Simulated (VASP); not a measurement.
# Vibrations of Bi2Se3 (Paraguanajuatite): a test of the settings, part 2 of 2

Aim: test the modes of Bi2Se3 (Paraguanajuatite) against the numerical settings. The starting structure is a measured crystal structure from the Crystallography Open Database.

VASP 6.6.1.

Results so far: reference A1g (2) 180.6 cm⁻¹.

### 3. Modes with a 4×4×4 mesh

Level of this step: LDA; plane waves and PAW (Bi_d, Se) (VASP).

Against step 2 the input has a 4×4×4 mesh (also changed: KPAR).

The input, INCAR:

```
SYSTEM = Bi2Se3
PREC = Accurate
ENCUT = 450
EDIFF = 1E-08
NELM = 100
ISMEAR = 0
SIGMA = 0.03
LREAL = .FALSE.
ALGO = Normal
GGA = CA
NBANDS = 30
LORBIT = 11
LWAVE = .FALSE.
LCHARG = .FALSE.
KPAR = 8
IBRION = 6
NFREE = 2
POTIM = 0.015
NSW = 1
ISIF = 2
```

The input, POSCAR:

```
Bi2Se3
1.0
   -4.1079494959      0.0000000000      0.0000000000
    2.0539747480     -3.5575886209      0.0000000000
    2.0539747480      1.1858628736      9.2937016610
Bi Se
2 3
Direct
    0.1973395392      0.5986697696      0.7960093089
    0.8026604608      0.4013302304      0.2039906911
    0.5818467703      0.7909233852      0.3727701556
    0.4181532297      0.2090766148      0.6272298444
    0.0000000000      0.0000000000      0.0000000000
```

The input, KPOINTS:

```
Automatic mesh
0
Gamma
4 4 4
0 0 0
```

The projector-augmented-wave data sets are Bi_d and Se (LDA family, release 64).

On the command line:

```bash
$ mpirun -np 16 vasp_std
```

What it wrote:

```text
[banner, memory and clock lines left out]
running   16 mpi-ranks, on    1 nodes
[...]
[... a notice as in an earlier step ...]

 LDA part: xc-table for (Slater(with rela. corr.)+CA(PZ))
 , standard interpolation
 POSCAR, INCAR and KPOINTS ok, starting setup
[...]
entering main loop
       N       E                     dE             d eps       ncg     rms          rms(c)
DAV:   1     0.439836355126E+03    0.43984E+03   -0.21402E+04   788   0.150E+03
DAV:   2     0.280752061870E+02   -0.41176E+03   -0.39651E+03   820   0.400E+02
DAV:   3    -0.220126204053E+02   -0.50088E+02   -0.47495E+02  1012   0.149E+02
DAV:   4    -0.241116160574E+02   -0.20990E+01   -0.20730E+01   866   0.315E+01
[...]
DAV:  13    -0.234518427081E+02    0.30930E-06   -0.29417E-06   880   0.135E-02    0.391E-03
DAV:  14    -0.234518426223E+02    0.85850E-07   -0.43350E-07   886   0.343E-03    0.149E-03
DAV:  15    -0.234518426159E+02    0.63546E-08   -0.65390E-08   800   0.197E-03
   1 F= -.23451843E+02 E0= -.23451598E+02  d E =-.488324E-03
[... from here on, the cycles between the ionic steps are left out ...]
   2 F= -.23451497E+02 E0= -.23451253E+02  d E =-.489109E-03
   3 F= -.23451497E+02 E0= -.23451253E+02  d E =-.489136E-03
   4 F= -.23451068E+02 E0= -.23450892E+02  d E =-.351924E-03
   5 F= -.23450897E+02 E0= -.23450705E+02  d E =-.384497E-03
   6 F= -.23451374E+02 E0= -.23451130E+02  d E =-.488208E-03
   7 F= -.23451374E+02 E0= -.23451130E+02  d E =-.488191E-03
   8 F= -.23450805E+02 E0= -.23450600E+02  d E =-.409737E-03
   9 F= -.23451590E+02 E0= -.23451376E+02  d E =-.428201E-03
  10 F= -.23451468E+02 E0= -.23451224E+02  d E =-.488533E-03
  11 F= -.23451468E+02 E0= -.23451224E+02  d E =-.488538E-03
  12 F= -.23451270E+02 E0= -.23451042E+02  d E =-.455856E-03
  13 F= -.23451270E+02 E0= -.23451042E+02  d E =-.455851E-03
 Finite differences progress:
  Degree of freedom:   6/  6
  Displacement:        2/  2
  Total:              12/ 12
```

It took 40 s on 16 MPI ranks of Intel Xeon 6975P-C (Granite Rapids), shared host; peak memory 4.7 GiB; 9.4 min of CPU time.

Parts of OUTCAR (step 3):

```text
  Total       -0.0145983     -0.0145983     -0.2636123      0.0000000      0.0000000     -0.0000000
  in kB       -0.1722044     -0.1722044     -3.1096157      0.0000000      0.0000000     -0.0000000
  external PRESSURE =      -1.1513415 kB  Pullay stress =       0.0000000 kB

 POSITION                                       TOTAL-FORCE (eV/Angst)
 -----------------------------------------------------------------------------------
      2.05397     -1.18586      7.39787        -0.000000      0.000000     -0.010547
     -2.05397     -1.18586      1.89583        -0.000000      0.000000     -0.020889
      0.00000     -2.37173      3.46441        -0.000000      0.000000     -0.048391
     -0.00000     -0.00000      5.82929         0.000000     -0.000000      0.003505
      0.00000      0.00000     -0.01500         0.000000     -0.000000      0.076322
 -----------------------------------------------------------------------------------
    total drift:                               -0.000001     -0.000001     -0.000043

  FREE ENERGIE OF THE ION-ELECTRON SYSTEM (eV)
  ---------------------------------------------------
  free  energy   TOTEN  =       -23.4512700350 eV

  energy  without entropy=      -23.4508141836  energy(sigma->0) =      -23.45104211

[... 1 part as in an earlier step ...]

[... 2 further parts left out ...]
[key lines of the parts left out:]
E-fermi :   5.4573
```

The last energy, forces and stress in OUTCAR belong to the last displaced cell, not to that of POSCAR.

With a 4×4×4 mesh the modes are at the top A1g (2) 182.1, A2u (2) 154.4 cm⁻¹, at the bottom A1g (1) 75.4, Eg (1) 44.0 cm⁻¹, with 4 more of the listed ones between; the largest shift is -21.8 cm⁻¹, in A2u (1), from the reference.

### 4. Modes with a cutoff of 240 eV

Against step 2 the input has ENCUT = 240.

INCAR, as its differences from that of step 3:

```diff
@@ -2,3 +2,3 @@
 PREC = Accurate
-ENCUT = 450
+ENCUT = 240
 EDIFF = 1E-08
@@ -14,3 +14,3 @@
 LCHARG = .FALSE.
-KPAR = 8
+KPAR = 16
 IBRION = 6
```

POSCAR is that of step 3.

The input, KPOINTS:

```
Automatic mesh
0
Gamma
6 6 6
0 0 0
```

On the command line:

```bash
$ mpirun -np 16 vasp_std
```

What it wrote:

```text
[banner, memory and clock lines left out]
running   16 mpi-ranks, on    1 nodes
[...]
[... a notice as in an earlier step ...]

 LDA part: xc-table for (Slater(with rela. corr.)+CA(PZ))
 , standard interpolation
 POSCAR, INCAR and KPOINTS ok, starting setup
[...]
entering main loop
       N       E                     dE             d eps       ncg     rms          rms(c)
DAV:   1     0.336338845827E+03    0.33634E+03   -0.15573E+04  1976   0.950E+02
DAV:   2     0.599105531434E+01   -0.33035E+03   -0.31802E+03  2184   0.314E+02
DAV:   3    -0.233350454404E+02   -0.29326E+02   -0.28547E+02  2412   0.108E+02
DAV:   4    -0.241454629396E+02   -0.81042E+00   -0.80669E+00  2316   0.188E+01
[...]
DAV:  13    -0.234176542082E+02    0.56906E-07   -0.33154E-06  2240   0.138E-02    0.303E-03
DAV:  14    -0.234176541720E+02    0.36230E-07   -0.38448E-07  2130   0.341E-03    0.953E-04
DAV:  15    -0.234176541725E+02   -0.48658E-09   -0.34110E-08  1876   0.118E-03
   1 F= -.23417654E+02 E0= -.23417600E+02  d E =-.108352E-03
[... from here on, the cycles between the ionic steps are left out ...]
   2 F= -.23417327E+02 E0= -.23417272E+02  d E =-.108774E-03
   3 F= -.23417294E+02 E0= -.23417240E+02  d E =-.108785E-03
   4 F= -.23416724E+02 E0= -.23416688E+02  d E =-.707001E-04
   5 F= -.23416691E+02 E0= -.23416649E+02  d E =-.851365E-04
   6 F= -.23417182E+02 E0= -.23417128E+02  d E =-.108306E-03
   7 F= -.23417185E+02 E0= -.23417131E+02  d E =-.108292E-03
   8 F= -.23416990E+02 E0= -.23416947E+02  d E =-.859127E-04
   9 F= -.23416888E+02 E0= -.23416840E+02  d E =-.954383E-04
  10 F= -.23417288E+02 E0= -.23417233E+02  d E =-.108448E-03
  11 F= -.23417288E+02 E0= -.23417233E+02  d E =-.108455E-03
  12 F= -.23417072E+02 E0= -.23417022E+02  d E =-.999776E-04
  13 F= -.23417072E+02 E0= -.23417022E+02  d E =-.999806E-04
 Finite differences progress:
  Degree of freedom:   6/  6
  Displacement:        2/  2
  Total:              12/ 12
```

Run time: 33 s. Hardware: 16 MPI ranks; peak memory 6.1 GiB.

From OUTCAR (step 4):

```text
  Total       -0.6584868     -0.6584868     -0.6558332      0.0000000      0.0000000     -0.0000000
  in kB       -7.7676224     -7.7676224     -7.7363197      0.0000000      0.0000000     -0.0000000
  external PRESSURE =      -7.7571882 kB  Pullay stress =       0.0000000 kB

 POSITION                                       TOTAL-FORCE (eV/Angst)
 -----------------------------------------------------------------------------------
      2.05397     -1.18586      7.39787        -0.000000      0.000000     -0.023203
     -2.05397     -1.18586      1.89583        -0.000000      0.000000     -0.024063
      0.00000     -2.37173      3.46441        -0.000000      0.000000     -0.011890
     -0.00000     -0.00000      5.82929        -0.000000      0.000000     -0.018424
      0.00000      0.00000     -0.01500         0.000000     -0.000000      0.077579
 -----------------------------------------------------------------------------------
    total drift:                                0.000001      0.000000     -0.000287

  FREE ENERGIE OF THE ION-ELECTRON SYSTEM (eV)
  ---------------------------------------------------
  free  energy   TOTEN  =       -23.4170724562 eV

  energy  without entropy=      -23.4169724756  energy(sigma->0) =      -23.41702247

[... 1 part as in an earlier step ...]

[... 2 further parts left out ...]
[key lines of the parts left out:]
E-fermi :   5.4593
```

With a cutoff of 240 eV the modes are at the top A1g (2) 180.8, A2u (2) 159.6 cm⁻¹, at the bottom A1g (1) 74.5, Eg (1) 44.1 cm⁻¹, with 4 more of the listed ones between; the largest shift is -0.8 cm⁻¹, in A1g (1), from the reference.

### 5. Modes with an 8×8×8 mesh

Against step 2 the input has an 8×8×8 mesh.

INCAR, as its differences from that of step 4:

```diff
@@ -2,3 +2,3 @@
 PREC = Accurate
-ENCUT = 240
+ENCUT = 450
 EDIFF = 1E-08
```

POSCAR is that of step 4.

The input, KPOINTS:

```
Automatic mesh
0
Gamma
8 8 8
0 0 0
```

On the command line:

```bash
$ mpirun -np 16 vasp_std
```

What it wrote:

```text
[... set-up lines as in an earlier step ...]
 entering main loop
       N       E                     dE             d eps       ncg     rms          rms(c)
DAV:   1     0.447846435865E+03    0.44785E+03   -0.21402E+04  3900   0.151E+03
DAV:   2     0.289050708175E+02   -0.41894E+03   -0.40535E+03  4090   0.408E+02
DAV:   3    -0.218944368275E+02   -0.50800E+02   -0.48096E+02  5136   0.151E+02
DAV:   4    -0.240916996015E+02   -0.21973E+01   -0.21711E+01  4436   0.322E+01
[...]
DAV:  13    -0.234290726952E+02    0.24802E-06   -0.38164E-06  4706   0.155E-02    0.327E-03
DAV:  14    -0.234290726533E+02    0.41818E-07   -0.44367E-07  4074   0.356E-03    0.118E-03
DAV:  15    -0.234290726503E+02    0.30095E-08   -0.43192E-08  3884   0.153E-03
   1 F= -.23429073E+02 E0= -.23429053E+02  d E =-.384329E-04
[... from here on, the cycles between the ionic steps are left out ...]
   2 F= -.23428733E+02 E0= -.23428714E+02  d E =-.386232E-04
   3 F= -.23428733E+02 E0= -.23428714E+02  d E =-.386288E-04
   4 F= -.23427777E+02 E0= -.23427765E+02  d E =-.244109E-04
   5 F= -.23428409E+02 E0= -.23428394E+02  d E =-.304365E-04
   6 F= -.23428602E+02 E0= -.23428583E+02  d E =-.384119E-04
   7 F= -.23428602E+02 E0= -.23428583E+02  d E =-.384106E-04
   8 F= -.23428145E+02 E0= -.23428130E+02  d E =-.300831E-04
   9 F= -.23428559E+02 E0= -.23428542E+02  d E =-.339949E-04
  10 F= -.23428705E+02 E0= -.23428686E+02  d E =-.384835E-04
  11 F= -.23428705E+02 E0= -.23428686E+02  d E =-.384826E-04
  12 F= -.23428489E+02 E0= -.23428471E+02  d E =-.354065E-04
  13 F= -.23428489E+02 E0= -.23428471E+02  d E =-.354072E-04
 Finite differences progress:
  Degree of freedom:   6/  6
  Displacement:        2/  2
  Total:              12/ 12
```

The job ended after 3.3 min (16 MPI ranks; peak memory 18 GiB; 46 min of CPU time).

Parts of OUTCAR (step 5):

```text
  Total        0.0296322      0.0296322      0.0259786     -0.0000000     -0.0000000      0.0000000
  in kB        0.3495466      0.3495466      0.3064475     -0.0000000     -0.0000000      0.0000000
  external PRESSURE =       0.3351803 kB  Pullay stress =       0.0000000 kB

 POSITION                                       TOTAL-FORCE (eV/Angst)
 -----------------------------------------------------------------------------------
      2.05397     -1.18586      7.39787        -0.000000      0.000000     -0.047242
     -2.05397     -1.18586      1.89583        -0.000000      0.000000     -0.003591
      0.00000     -2.37173      3.46441        -0.000000      0.000000     -0.027355
     -0.00000     -0.00000      5.82929         0.000000     -0.000000      0.000410
      0.00000      0.00000     -0.01500         0.000000     -0.000000      0.077779
 -----------------------------------------------------------------------------------
    total drift:                               -0.000001     -0.000001     -0.000007

  FREE ENERGIE OF THE ION-ELECTRON SYSTEM (eV)
  ---------------------------------------------------
  free  energy   TOTEN  =       -23.4284885630 eV

  energy  without entropy=      -23.4284531557  energy(sigma->0) =      -23.42847086

[... 1 part as in an earlier step ...]

[... 2 further parts left out ...]
[key lines of the parts left out:]
E-fermi :   5.4615
```

With an 8×8×8 mesh the modes are at the top A1g (2) 178.4, A2u (2) 163.0 cm⁻¹, at the bottom A1g (1) 75.5, Eg (1) 43.9 cm⁻¹, with 4 more of the listed ones between; the largest shift is +3.4 cm⁻¹, in A2u (2), from the reference.

### 6. Comparison

| run | A1g (2) | A2u (2) | Eg (2) | A2u (1) | Eu (2) | Eu (1) | A1g (1) | Eg (1) | core minutes |
| --- | --- | --- | --- | --- | --- | --- | --- | --- | --- |
| reference | 180.6 | 159.6 | 142.1 | 140.6 | 134.7 | 87.3 | 75.3 | 43.8 | 29.6 |
| a 4×4×4 mesh | 182.1 | 154.4 | 142.5 | 118.8 | 135.5 | 87.0 | 75.4 | 44.0 | 10.7 |
| a cutoff of 240 eV | 180.8 | 159.6 | 142.6 | 140.0 | 134.8 | 87.4 | 74.5 | 44.1 | 8.8 |
| an 8×8×8 mesh | 178.4 | 163.0 | 142.3 | 141.9 | 134.7 | 87.2 | 75.5 | 43.9 | 52.5 |

Modes are in cm⁻¹, degenerate ones as one, matched between runs by symmetry and order. A number in brackets counts the listed modes of one symmetry from the lowest. The symmetry labels come from an automatic analysis and can be wrong where levels nearly coincide. Core minutes are wall time times ranks of the run shown, on a shared host.

### 7. What came out

```yaml
a1g_2_reference: 180.6 cm⁻¹
eg_1_reference: 43.8 cm⁻¹
a1g_2_a_4x4x4_mesh: 182.1 cm⁻¹
eg_1_a_4x4x4_mesh: 44.0 cm⁻¹
a1g_2_a_cutoff_of_240_ev: 180.8 cm⁻¹
eg_1_a_cutoff_of_240_ev: 44.1 cm⁻¹
a1g_2_an_8x8x8_mesh: 178.4 cm⁻¹
eg_1_an_8x8x8_mesh: 43.9 cm⁻¹
```

What this shows: The largest change comes with a 4×4×4 mesh: -21.8 cm⁻¹ in A2u (1). On finer settings the modes change by up to +3.4 cm⁻¹ in A2u (2) with an 8×8×8 mesh. Other changes move the modes by more: -21.8 cm⁻¹ in A2u (1) with a 4×4×4 mesh. The frequencies are harmonic, and the splitting of polar modes by their long-range field is left out. Further runs on this material are not shown.

[Lines on the potential files, build, host, timing and source positions are cut from VASP's logs without a mark.]

[Logs are printed without paths, hosts, clocks, repeated set-up lines and the standing remarks that a program may print on its own settings, such as how far it seeks lower states.]

[Hosts, paths, dates, database ids (printed as entryN), source tags and the programs' standing remarks are cut or masked in the printed files.]
